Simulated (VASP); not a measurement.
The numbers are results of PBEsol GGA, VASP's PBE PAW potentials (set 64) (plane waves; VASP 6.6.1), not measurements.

A VASP calculation is set up with these files.

**INCAR**
```
! general
SYSTEM   =  Pd
PREC     =  Accurate
ENCUT    =  400
LREAL    =  .FALSE.   ! projection in real space or not
LASPH    =  .TRUE.   ! aspherical one-centre terms

! electronic loop
EDIFF    =  1E-8   ! SCF stop (eV)
NELM     =  100   ! most electronic steps
ALGO     =  Normal
LMAXMIX  =  4   ! l cut-off of mixed one-centre charges

! smearing
ISMEAR   =  1   ! Methfessel-Paxton
SIGMA    =  0.1   ! width (eV)

! functional
GGA      =  PS

! ions
IBRION   =  1
NSW      =  30   ! most ionic steps
ISIF     =  2   ! forces and stress, cell fixed
EDIFFG   =  -0.001

! output
LWAVE    =  .FALSE.
LCHARG   =  .FALSE.
```

**KPOINTS**
```
Automatic mesh
0
Gamma
15 15 15
0 0 0
```

**POSCAR**
```
Pd
1.0
  0.0000000000   1.9358714139   1.9358714139
  1.9358714139   0.0000000000   1.9358714139
  1.9358714139   1.9358714139   0.0000000000
Pd
1
Cartesian
  0.0000000000   0.0000000000   0.0000000000
```

POTCAR, in this order: Pd (PBE.64 set). Program: vasp_std.

The resulting files:

### OSZICAR
```
       N       E                     dE             d eps       ncg     rms          rms(c)
DAV:   1     0.286828182117E+02    0.28683E+02   -0.45622E+03  2272   0.829E+02
DAV:   2    -0.607952211488E+01   -0.34762E+02   -0.33353E+02  2278   0.168E+02
DAV:   3    -0.635486039129E+01   -0.27534E+00   -0.27467E+00  2524   0.173E+01
DAV:   4    -0.635616711852E+01   -0.13067E-02   -0.13066E-02  2512   0.109E+00
DAV:   5    -0.635618037157E+01   -0.13253E-04   -0.13252E-04  2528   0.951E-02    0.871E+00
DAV:   6    -0.598636488892E+01    0.36982E+00   -0.16925E+00  2197   0.122E+01    0.387E+00
DAV:   7    -0.597163202562E+01    0.14733E-01   -0.15229E-02  2442   0.107E+00    0.202E+00
DAV:   8    -0.596655598315E+01    0.50760E-02   -0.14242E-03  2311   0.329E-01    0.909E-02
DAV:   9    -0.596655385331E+01    0.21298E-05   -0.10688E-05  3032   0.350E-02    0.135E-02
DAV:  10    -0.596655773558E+01   -0.38823E-05   -0.14570E-06  2478   0.103E-02    0.260E-03
DAV:  11    -0.596655766051E+01    0.75074E-07   -0.26664E-08  2855   0.146E-03    0.652E-04
DAV:  12    -0.596655763488E+01    0.25632E-07   -0.15398E-09  1259   0.400E-04    0.202E-05
DAV:  13    -0.596655763640E+01   -0.15206E-08   -0.40085E-11  1152   0.689E-05
   1 F= -.59665576E+01 E0= -.59668235E+01  d E =-.596656E+01
```

File OUTCAR:
```
------------------------ aborting loop because EDIFF is reached ----------------------------------------
  FORCE on cell =-STRESS in cart. coord.  units (eV):
  Direction    XX          YY          ZZ          XY          YZ          ZX
  --------------------------------------------------------------------------------------
  Total       -0.0409537     -0.0409537     -0.0409537      0.0000000      0.0000000      0.0000000
  in kB       -4.5221455     -4.5221455     -4.5221455      0.0000000      0.0000000      0.0000000
  external PRESSURE =      -4.5221455 kB  Pullay stress =       0.0000000 kB
  volume of cell :       14.51
      direct lattice vectors                 reciprocal lattice vectors
     0.000000000  1.935871414  1.935871414    -0.258281617  0.258281617  0.258281617
     1.935871414  0.000000000  1.935871414     0.258281617 -0.258281617  0.258281617
     1.935871414  1.935871414  0.000000000     0.258281617  0.258281617 -0.258281617
 POSITION                                       TOTAL-FORCE (eV/Angst)
 -----------------------------------------------------------------------------------
      0.00000      0.00000      0.00000        -0.000000      0.000000      0.000000
 -----------------------------------------------------------------------------------
    total drift:                               -0.000000     -0.000000     -0.000000
  FREE ENERGIE OF THE ION-ELECTRON SYSTEM (eV)
  ---------------------------------------------------
  free  energy   TOTEN  =        -5.9665576364 eV

  energy  without entropy=       -5.9673553513  energy(sigma->0) =       -5.96682354

 reached required accuracy - stopping structural energy minimisation
```
(Selected blocks of OUTCAR.)

File OUTCAR:
```
 val. band max:        9.8762563083   @ k =   0.4667   0.0667   0.0000

 cond. band min:       9.8944878974   @ k =  -0.4000   0.4000   0.0000


 Fermi energy:         9.8837420760

 k-point     1 :       0.0000    0.0000    0.0000
  band No.  band energies     occupation
      1       2.5314      2.00000
      2       6.9656      2.00000
      3       6.9656      2.00000
      4       6.9656      2.00000
      5       8.6451      2.00000
      6       8.6451      2.00000
      7      27.0343      0.00000
      8      31.9002      0.00000
      9      31.9002      0.00000

 k-point     2 :       0.0667    0.0000    0.0000
  band No.  band energies     occupation
      1       2.6952      2.00000
      2       6.9060      2.00000
      3       7.0228      2.00000
      4       7.0228      2.00000
      5       8.6167      2.00000
      6       8.6167      2.00000
      7      27.2129      0.00000
      8      30.8590      0.00000
      9      32.0935      0.00000

 k-point     3 :       0.1333    0.0000    0.0000
  band No.  band energies     occupation
      1       3.1589      2.00000
      2       6.7721      2.00000
      3       7.1618      2.00000
      4       7.1618      2.00000
      5       8.5708      2.00000
      6       8.5708      2.00000
      7      27.5234      0.00000
      8      28.9657      0.00000
      9      32.6290      0.00000

 k-point     4 :       0.2000    0.0000    0.0000
  band No.  band energies     occupation
      1       3.8080      2.00000
      2       6.7156      2.00000
      3       7.2742      2.00000
      4       7.2742      2.00000
      5       8.6218      2.00000
      6       8.6218      2.00000
      7      26.2462      0.00000
      8      28.2939      0.00000
      9      33.3392      0.00000

 k-point     5 :       0.2667    0.0000    0.0000
  band No.  band energies     occupation
      1       4.3514      2.00000
      2       7.0579      2.00000
      3       7.2512      2.00000
...
```

The compound is Pd in the fcc structure. It was relaxed first. The start is the result of an earlier pass.
